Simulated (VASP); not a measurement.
Output of a VASP run:

OUTCAR:
```
 ion  position               nearest neighbor table
   1  0.333  0.667  0.000-   4 1.89   4 1.89   4 1.89   3 1.90   2 3.07   2 3.07   2 3.07   2 3.07
                             2 3.07   2 3.07
   2  0.667  0.333  0.500-   3 1.89   3 1.89   3 1.89   4 1.90   1 3.07   1 3.07   1 3.07   1 3.07
                             1 3.07   1 3.07
   3  0.333  0.667  0.382-   2 1.89   2 1.89   2 1.89   1 1.90
   4  0.667  0.333  0.882-   1 1.89   1 1.89   1 1.89   2 1.90
  LATTYP: Found a hexagonal cell.
 ALAT       =     3.1081642277
 C/A-ratio  =     1.6003478547
 Subroutine PRICEL returns:
 Original cell was already a primitive cell.
 Subroutine GETGRP returns: Found 12 space group operations
The static configuration has the point symmetry C_3v.
 The point group associated with its full space group is C_6v.
The dynamic configuration has the point symmetry C_3v.
 Subroutine INISYM returns: Found 12 space group operations
 Subroutine IBZKPT returns following result:
 Found     56 irreducible k-points:

 Following reciprocal coordinates:
            Coordinates               Weight
  0.000000  0.000000  0.000000      1.000000
  0.100000  0.000000  0.000000      6.000000
  0.200000  0.000000  0.000000      6.000000
  0.300000  0.000000  0.000000      6.000000
  0.400000  0.000000  0.000000      6.000000
  0.500000  0.000000  0.000000      3.000000
  0.100000  0.100000  0.000000      6.000000
  0.200000  0.100000  0.000000     12.000000
  0.300000  0.100000  0.000000     12.000000
  0.400000  0.100000  0.000000     12.000000
  0.200000  0.200000  0.000000      6.000000
  0.300000  0.200000  0.000000     12.000000
  0.400000  0.200000  0.000000      6.000000
  0.300000  0.300000  0.000000      6.000000
  0.000000  0.000000  0.166667      2.000000
  0.100000  0.000000  0.166667     12.000000
  0.200000  0.000000  0.166667     12.000000
  0.300000  0.000000  0.166667     12.000000
  0.400000  0.000000  0.166667     12.000000
  0.500000  0.000000  0.166667      6.000000
  0.100000  0.100000  0.166667     12.000000
  0.200000  0.100000  0.166667     24.000000
  0.300000  0.100000  0.166667     24.000000
  0.400000  0.100000  0.166667     24.000000
  0.200000  0.200000  0.166667     12.000000
  0.300000  0.200000  0.166667     24.000000
  0.400000  0.200000  0.166667     12.000000
  0.300000  0.300000  0.166667     12.000000
  0.000000  0.000000  0.333333      2.000000
  0.100000  0.000000  0.333333     12.000000
  0.200000  0.000000  0.333333     12.000000
  0.300000  0.000000  0.333333     12.000000
  0.400000  0.000000  0.333333     12.000000
  0.500000  0.000000  0.333333      6.000000
  0.100000  0.100000  0.333333     12.000000
  0.200000  0.100000  0.333333     24.000000
  0.300000  0.100000  0.333333     24.000000
  0.400000  0.100000  0.333333     24.000000
  0.200000  0.200000  0.333333     12.000000
  0.300000  0.200000  0.333333     24.000000
   k-points           NKPTS =     56   k-points in BZ     NKDIM =     56   number of bands    NBANDS=     36
   number of dos      NEDOS =   1001   number of ions     NIONS =      4
   total plane-waves  NPLWV =  23040
   dimension x,y,z NGX =    24 NGY =   24 NGZ =   40
   dimension x,y,z NGXF=    48 NGYF=   48 NGZF=   80
   ions per type =               2   2
   PREC   = accura    normal or accurate (medium, high low for compatibility)
   ISTART =      0    job   : 0-new  1-cont  2-samecut
   ICHARG =      2    charge: 1-file 2-atom 10-const
   ISPIN  =      1    spin polarized calculation?
   LNONCOLLINEAR =      F non collinear calculations
   LSORBIT =      F    spin-orbit coupling
   INIWAV =      1    electr: 0-lowe 1-rand  2-diag
   ENCUT  =  520.0 eV  38.22 Ry    6.18 a.u.   5.78  5.78  9.25*2*pi/ulx,y,z
   NELM   =    100;   NELMIN=  2; NELMDL= -5     # of ELM steps
   EDIFF  = 0.1E-06   stopping-criterion for ELM
   LREAL  =      F    real-space projection
   NLSPLINE    = F    spline interpolate recip. space projectors
...
```

File OSZICAR:
```
       N       E                     dE             d eps       ncg     rms          rms(c)
DAV:   1     0.401894313249E+02    0.40189E+02   -0.60769E+03  4032   0.398E+02
DAV:   2    -0.321727205820E+02   -0.72362E+02   -0.68354E+02  4960   0.121E+02
DAV:   3    -0.345137716572E+02   -0.23411E+01   -0.23196E+01  4984   0.188E+01
DAV:   4    -0.345298624955E+02   -0.16091E-01   -0.16088E-01  4840   0.163E+00
DAV:   5    -0.345300808845E+02   -0.21839E-03   -0.21838E-03  4836   0.195E-01    0.122E+01
DAV:   6    -0.297514156458E+02    0.47787E+01   -0.15985E+00  4780   0.105E+01    0.371E+00
DAV:   7    -0.297812563710E+02   -0.29841E-01   -0.67993E-01  4760   0.345E+00    0.309E+00
DAV:   8    -0.297752929896E+02    0.59634E-02   -0.48376E-02  4468   0.113E+00    0.104E+00
DAV:   9    -0.297677726000E+02    0.75204E-02   -0.21617E-03  4612   0.415E-01    0.398E-01
DAV:  10    -0.297678712647E+02   -0.98665E-04   -0.17481E-03  4776   0.164E-01    0.358E-02
DAV:  11    -0.297679123827E+02   -0.41118E-04   -0.29815E-05  4680   0.254E-02    0.341E-02
DAV:  12    -0.297679146065E+02   -0.22239E-05   -0.25956E-06  4776   0.659E-03    0.179E-02
DAV:  13    -0.297679134653E+02    0.11412E-05   -0.73099E-07  4896   0.499E-03    0.769E-04
DAV:  14    -0.297679134817E+02   -0.16354E-07   -0.11239E-07  3328   0.158E-03
   1 F= -.30846192E+02 E0= -.30846192E+02  d E =-.577605E-33
 imaginary and real dielectric function
```

OUTCAR:
```
------------------------ aborting loop because EDIFF is reached ----------------------------------------
 Edisp (eV)   -1.07828
  FORCE on cell =-STRESS in cart. coord.  units (eV):
  Direction    XX          YY          ZZ          XY          YZ          ZX
  --------------------------------------------------------------------------------------
  Total       0.00115     0.00115     0.05000    -0.00000     0.00000     0.00000
  in kB       0.04429     0.04429     1.92502    -0.00000     0.00000     0.00000
  external pressure =        0.67 kB  Pullay stress =        0.00 kB
  volume of cell :       41.62
      direct lattice vectors                 reciprocal lattice vectors
     3.108164228  0.000000000  0.000000000     0.321733321  0.185752839  0.000000000
    -1.554082114  2.691748904  0.000000000     0.000000000  0.371505677  0.000000000
     0.000000000  0.000000000  4.974143954     0.000000000  0.000000000  0.201039618
  FREE ENERGIE OF THE ION-ELECTRON SYSTEM (eV)
  ---------------------------------------------------
  free  energy   TOTEN  =       -30.8461921493 eV

  energy  without entropy=      -30.8461921493  energy(sigma->0) =      -30.84619215

 plasma frequency squared (from intraband transitions) (eV^2)
  --------------------------------------------------------------------------------------
       0.000      -0.000       0.000
      -0.000       0.000      -0.000
       0.000      -0.000       0.000

 plasma frequency squared (from interband transitions, int dw w eps(2)(w)) (eV^2)
  --------------------------------------------------------------------------------------
     423.970       0.000      -0.000      -0.000      -0.000       0.000
      -0.000       0.000     423.970       0.000      -0.000       0.000
      -0.000      -0.000      -0.000      -0.000     421.969       0.000
```
(Selected blocks of OUTCAR.)

### POSCAR
```
AlN
1
    3.1081642277    -0.0000000000     0.0000000000
   -1.5540821139     2.6917489042    -0.0000000000
    0.0000000000    -0.0000000000     4.9741439538
Al N
2 2
Direct
  0.3333330000   0.6666670000   0.0000142287
  0.6666670000   0.3333330000   0.5000142287
  0.3333330000   0.6666670000   0.3819857713
  0.6666670000   0.3333330000   0.8819857713
```

### Question
Reconstruct the remaining input files.

### Answer
This is not unique; one that fits is the input of the run itself, PBE GGA with D3 dispersion (Becke-Johnson damping), plane waves, VASP's PBE PAW potentials (set 64).

### KPOINTS
```
Automatic
0
G
  10 10 6
0 0 0
```

### INCAR
```
ALGO = Normal
CSHIFT = 0.1
EDIFF = 1E-7
ENCUT = 520
GGA = PE
ISMEAR = 0
IVDW = 12
LASPH = .TRUE.
LCHARG = .FALSE.
LOPTICS = .TRUE.
LREAL = .FALSE.
LWAVE = .FALSE.
NBANDS = 36
NEDOS = 1001
NELM = 100
PREC = Accurate
SIGMA = 0.01
SYSTEM = AlN
```

POTCAR, in this order: Al N (PBE.64 set). Program: vasp_std.

The structure comes from a measured AlN entry (P6_3mc) of the Crystallography Open Database, whose conditions weren't checked. It was relaxed first.
